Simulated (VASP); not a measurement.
Given:

```yaml
crystal:
  lattice:
    - [4.09819, 0.00000, 0.00000]
    - [-2.04910, 3.54914, 0.00000]
    - [0.00000, 0.00000, 17.90536]
  atoms:
    - { symbol: Ba, position: [0.66667, 0.33333, 0.50000] }
    - { symbol: Br, position: [0.33333, 0.66667, 0.39094] }
    - { symbol: Br, position: [0.33333, 0.66667, 0.60906] }
```

Method: PBE GGA, VASP's PBE PAW potentials (set 64) (plane waves; VASP). Numerical set-up: 300 eV cut-off, 7×7×1 Γ-centred mesh, Gaussian smearing of 0.14 eV, potentials Ba_sv Br.

The cell holds a wide vacuum, so values per volume refer to the whole cell. Unless said otherwise, spin-orbit coupling is left out, though it shifts the bands of the heavy elements here.

**Question.** Give the energies of bands 7 to 15 at the high-symmetry points, in eV from the valence-band maximum.

**Answer.** 
```tsv
band	Γ	M	K
7	-1.70	-1.71	-1.63
8	-0.28	-1.24	-1.20
9	-0.28	-0.85	-0.80
10	-0.27	-0.73	-0.74
11	-0.18	-0.38	-0.57
12	-0.18	-0.10	-0.36
13	4.42	4.03	4.76
14	5.60	6.45	6.81
15	5.81	7.74	7.22
```

The gap is indirect, 4.03 eV, from the valence maximum at K-Γ at 0.68 to the conduction minimum at Γ-M at 0.84.

The cell is a sheet with vacuum, built from a generated structure.
